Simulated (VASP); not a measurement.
An input for Quantum ESPRESSO's pw.x (written as the equivalent of a VASP run, and not itself run):

```
&CONTROL
  calculation = 'relax'
  pseudo_dir = './pseudo'
  outdir = './out'
  tprnfor = .true.
  tstress = .true.
  nstep = 30
  forc_conv_thr = 0.00039
/
&SYSTEM
  ibrav = 0
  nat = 4
  ntyp = 2
  ecutwfc = 102
  occupations = 'smearing'
  smearing = 'gaussian'
  degauss = 0.003675
  input_dft = 'pbesol'
/
&ELECTRONS
  conv_thr = 7.3e-09
  electron_maxstep = 100
/
&IONS
/
ATOMIC_SPECIES
  Cd 112.414 Cd.upf
  S 32.060 S.upf
CELL_PARAMETERS angstrom
     2.1248413   -3.6803329    0.0000000
     2.1248413    3.6803329    0.0000000
     0.0000000    0.0000000    6.9045234
ATOMIC_POSITIONS crystal
  Cd   0.6666670  0.3333330  0.5000177
  Cd   0.3333330  0.6666670  0.0000177
  S    0.6666670  0.3333330  0.8769823
  S    0.3333330  0.6666670  0.3769823
K_POINTS automatic
  6 6 4 0 0 0
```

### Question
Translate this input to VASP (INCAR, KPOINTS, POSCAR, choice of POTCAR).

### Answer
This is not unique; one that fits is 
**POSCAR**
```
CdS
1.0
  2.1248413160  -3.6803329423   0.0000000000
  2.1248413160   3.6803329423   0.0000000000
  0.0000000000   0.0000000000   6.9045233879
Cd S
2 2
Cart
  2.1248413160  -1.2267801010   3.4523841305
  2.1248413160   1.2267801010   0.0001224365
  2.1248413160  -1.2267801010   6.0551445747
  2.1248413160   1.2267801010   2.6028828807
```

INCAR:
```
SYSTEM = CdS
PREC = Accurate; ENCUT = 480; LREAL = .FALSE.
LASPH = .TRUE.
EDIFF = 1E-7; NELM = 100; ALGO = Normal
LMAXMIX = 4
ISMEAR = 0; SIGMA = 0.05
GGA = PS
IBRION = 2; NSW = 30; ISIF = 2
EDIFFG = -0.01
LWAVE = .FALSE.; LCHARG = .FALSE.
```

KPOINTS:
```
Automatic mesh
0
Gamma
6 6 4
0 0 0
```

POTCAR, in this order: Cd S (PBE.64 set). Program: vasp_std.

Limits of the translation: the potentials are each code's own (VASP's PAW set, PseudoDojo norm-conserving files in pw.x), so ENCUT and ecutwfc are chosen apart and not converted; conv_thr bounds pw.x's estimated SCF error, while EDIFF bounds the energy change between steps; forc_conv_thr acts on force components and is met together with etot_conv_thr.

The compound is CdS in the wurtzite structure. This cell was strained or had an atom moved on purpose.
